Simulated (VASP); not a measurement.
Input:

```xyz
2
Lattice="1.1989 -2.0766 0.0000 1.1989 2.0766 0.0000 0.0000 0.0000 3.8707" Properties=species:S:1:pos:R:3 pbc="T T T"
Co     1.1989     0.6922     0.9677
Co     1.1989    -0.6922     2.9030
```
Starting moments (μB, in the order of the record's atoms Co Co): 1.6 1.6.

Computed with PBEsol GGA, VASP's PBE PAW potentials (set 64) (plane waves; VASP). Run with 500 eV cut-off, 17×17×10 Γ-centred mesh, first-order Methfessel-Paxton smearing of 0.10 eV, potentials Co.

Energy and stress use the plane-wave basis of the starting cell.

The ions, cell shape and volume at an external pressure of 30.0 GPa are relaxed. Predict the relaxed structure.

```xyz
2
Lattice="1.1879 -2.0576 0.0000 1.1879 2.0576 0.0000 0.0000 0.0000 3.8361" Properties=species:S:1:pos:R:3 pbc="T T T"
Co     1.1879     0.6859     0.9590
Co     1.1879    -0.6859     2.8770
```
Space group P6_3/mmc (194), at a tolerance of 0.03 Å. The cell ends with 2.97 μB, on the sites 1.47 1.47 μB.

How do energy and volume change from the first to the last step?

The energy (σ→0) changes by +40.0 meV/atom and the volume by -2.7 %, in 3 ionic steps.

The compound is Co in the hcp structure. This run relaxes it under an external pressure of 30 GPa. Symmetry was kept, so distortions that lower it aren't found.
